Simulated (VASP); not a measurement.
Output of a VASP run:

### OUTCAR
```
 ion  position               nearest neighbor table
   1  0.000  0.000  0.000-   2 2.53   3 2.53   3 2.53   2 2.53   3 2.53   2 2.53
   2  0.333  0.667  0.203-   1 2.53   1 2.53   1 2.53
   3  0.667  0.333  0.797-   1 2.53   1 2.53   1 2.53
  LATTYP: Found a hexagonal cell.
 ALAT       =     3.7497739128
 C/A-ratio  =     1.7223344776
 Subroutine PRICEL returns:
 Original cell was already a primitive cell.
 Subroutine GETGRP returns: Found 12 space group operations
The static configuration has the point symmetry D_3d.
The dynamic configuration has the point symmetry D_3d.
 Subroutine INISYM returns: Found 12 space group operations
 Subroutine IBZKPT returns following result:
 Found     24 irreducible k-points:

 Following reciprocal coordinates:
            Coordinates               Weight
  0.000000  0.000000  0.000000      1.000000
  0.166667  0.000000  0.000000      6.000000
  0.333333  0.000000  0.000000      6.000000
  0.500000  0.000000  0.000000      3.000000
  0.166667  0.166667  0.000000      6.000000
  0.333333  0.166667  0.000000     12.000000
  0.333333  0.333333  0.000000      2.000000
  0.000000  0.000000  0.250000      2.000000
  0.166667  0.000000  0.250000      6.000000
  0.000000  0.166667  0.250000      6.000000
  0.333333  0.000000  0.250000      6.000000
  0.000000  0.333333  0.250000      6.000000
  0.500000  0.000000  0.250000      6.000000
  0.166667  0.166667  0.250000     12.000000
  0.333333  0.166667  0.250000     12.000000
 -0.166667  0.500000  0.250000     12.000000
  0.333333  0.333333  0.250000      4.000000
  0.000000  0.000000  0.500000      1.000000
  0.166667  0.000000  0.500000      6.000000
  0.333333  0.000000  0.500000      6.000000
  0.500000  0.000000  0.500000      3.000000
  0.166667  0.166667  0.500000      6.000000
  0.333333  0.166667  0.500000     12.000000
  0.333333  0.333333  0.500000      2.000000
   k-points           NKPTS =     24   k-points in BZ     NKDIM =     24   number of bands    NBANDS=     15
   number of dos      NEDOS =    301   number of ions     NIONS =      3
   total plane-waves  NPLWV =  37632
   dimension x,y,z NGX =    28 NGY =   28 NGZ =   48
   dimension x,y,z NGXF=    56 NGYF=   56 NGZF=   96
   ions per type =               1   2
   PREC   = accura    normal or accurate (medium, high low for compatibility)
   ISTART =      0    job   : 0-new  1-cont  2-samecut
   ICHARG =      2    charge: 1-file 2-atom 10-const
   ISPIN  =      1    spin polarized calculation?
   LNONCOLLINEAR =      F non collinear calculations
   LSORBIT =      F    spin-orbit coupling
   INIWAV =      1    electr: 0-lowe 1-rand  2-diag
   ENCUT  =  520.0 eV  38.22 Ry    6.18 a.u.   6.97  6.97 12.01*2*pi/ulx,y,z
   NELM   =    100;   NELMIN=  2; NELMDL= -5     # of ELM steps
   EDIFF  = 0.1E-05   stopping-criterion for ELM
   LREAL  =      F    real-space projection
   NLSPLINE    = F    spline interpolate recip. space projectors
   LMAXMIX     =    6 max onsite mixed and CHGCAR
   VOSKOWN=      0    Vosko Wilk Nusair interpolation
   EDIFFG = 0.1E-04   stopping-criterion for IOM
   NSW    =      0    number of steps for IOM
   NBLOCK =      1;   KBLOCK =      1    inner block; outer block
   IBRION =     -1    ionic relax: 0-MD 1-quasi-New 2-CG
   NFREE  =      0    steps in history (QN), initial steepest desc. (CG)
   ISIF   =      2    stress and relaxation
   ISYM   =      2    0-nonsym 1-usesym 2-fastsym
   TEIN   =    0.0    initial temperature
   TEBEG  =    0.0;   TEEND  =   0.0 temperature during run
   SMASS  =  -3.00    Nose mass-parameter (am)
   PSTRESS=    0.0 pullay stress
   NELECT =      22.0000    total number of electrons
   EFERMI =   0.00;   METHOD = LEGACY
   ISMEAR =     0;   SIGMA  =   0.05  broadening in eV -4-tet -1-fermi 0-gaus
   IALGO  =     38    algorithm
   LDIAG  =      T    sub-space diagonalisation (order eigenvalues)
   IMIX   =      4    mixing-type and parameters
     AMIX     =   0.40;   BMIX     =  1.00
...
```

**OSZICAR**
```
       N       E                     dE             d eps       ncg     rms          rms(c)
DAV:   1     0.123126326465E+03    0.12313E+03   -0.96548E+03   720   0.125E+03
DAV:   2    -0.917780952461E+01   -0.13230E+03   -0.12929E+03   944   0.231E+02
DAV:   3    -0.150892444422E+02   -0.59114E+01   -0.58835E+01   916   0.538E+01
DAV:   4    -0.151506220029E+02   -0.61378E-01   -0.61367E-01   874   0.579E+00
DAV:   5    -0.151515937763E+02   -0.97177E-03   -0.97176E-03   951   0.685E-01    0.121E+01
DAV:   6    -0.145197360217E+02    0.63186E+00   -0.51101E+00   734   0.227E+01    0.694E+00
DAV:   7    -0.143232314305E+02    0.19650E+00   -0.96740E-01   734   0.105E+01    0.350E+00
DAV:   8    -0.143051436469E+02    0.18088E-01   -0.72054E-02   874   0.191E+00    0.790E-01
DAV:   9    -0.143011644093E+02    0.39792E-02   -0.12959E-02   818   0.124E+00    0.197E-01
DAV:  10    -0.143014859714E+02   -0.32156E-03   -0.19688E-03   853   0.320E-01    0.571E-02
DAV:  11    -0.143015036390E+02   -0.17668E-04   -0.68002E-05   916   0.816E-02    0.259E-02
DAV:  12    -0.143015140436E+02   -0.10405E-04   -0.29501E-05   762   0.412E-02    0.296E-03
DAV:  13    -0.143015147024E+02   -0.65880E-06   -0.15868E-06   796   0.941E-03
   1 F= -.14301515E+02 E0= -.14301515E+02  d E =-.181041E-13
```

### OUTCAR
```
------------------------ aborting loop because EDIFF is reached ----------------------------------------
  FORCE on cell =-STRESS in cart. coord.  units (eV):
  Direction    XX          YY          ZZ          XY          YZ          ZX
  --------------------------------------------------------------------------------------
  Total        0.0238674      0.0238675     -0.0458520      0.0000000      0.0000000     -0.0000000
  in kB        0.4862428      0.4862429     -0.9341262      0.0000000      0.0000000     -0.0000000
  external PRESSURE =       0.0127865 kB  Pullay stress =       0.0000000 kB
  volume of cell :       78.64
      direct lattice vectors                 reciprocal lattice vectors
     1.874886849 -3.247399529  0.000000000     0.266682760 -0.153969352  0.000000000
     1.874886849  3.247399529  0.000000000     0.266682760  0.153969352  0.000000000
     0.000000000  0.000000000  6.458364893     0.000000000  0.000000000  0.154837953
 POSITION                                       TOTAL-FORCE (eV/Angst)
 -----------------------------------------------------------------------------------
      0.00000      0.00000      0.00000         0.000000     -0.000000      0.000000
      1.87489      1.08247      1.30834        -0.000000      0.000000     -0.019209
      1.87489     -1.08247      5.15002         0.000000     -0.000000      0.019209
 -----------------------------------------------------------------------------------
    total drift:                                0.000000     -0.000000      0.000000
  FREE ENERGIE OF THE ION-ELECTRON SYSTEM (eV)
  ---------------------------------------------------
  free  energy   TOTEN  =       -14.3015147024 eV

  energy  without entropy=      -14.3015147024  energy(sigma->0) =      -14.30151470
```
(Selected blocks of OUTCAR.)

File POSCAR:
```
PtSe2
1
    1.8748868494    -3.2473995287     0.0000000000
    1.8748868494     3.2473995287     0.0000000000
    0.0000000000     0.0000000000     6.4583648933
Pt Se
1 2
Direct
  0.0000000000   0.0000000000   0.0000000000
  0.3333330000   0.6666670000   0.2025808640
  0.6666670000   0.3333330000   0.7974191360
```

Task: Write an INCAR and KPOINTS that could have produced this output.

Result: One answer among several that fit: the input of the run itself, PBE GGA, plane waves, VASP's PBE PAW potentials (set 64).

### KPOINTS
```
Automatic mesh
0
Gamma
6 6 4
0 0 0
```

INCAR:
```
SYSTEM = PtSe2
PREC = Accurate
ENCUT = 520
EDIFF = 1E-6
NELM = 100
ALGO = Normal
LREAL = .FALSE.
LASPH = .TRUE.
ISMEAR = 0
SIGMA = 0.05
GGA = PE
LMAXMIX = 6
LWAVE = .TRUE.
LCHARG = .FALSE.
```

POTCAR, in this order: Pt Se (PBE.64 set). Program: vasp_std.

Without a dispersion term in the relaxation, distances and binding between the weakly bound layers, chains or molecules are unreliable, and so is what depends on them.

The compound is PtSe2 in the 1T layered structure. It was relaxed first, which changed the volume by +28 %.
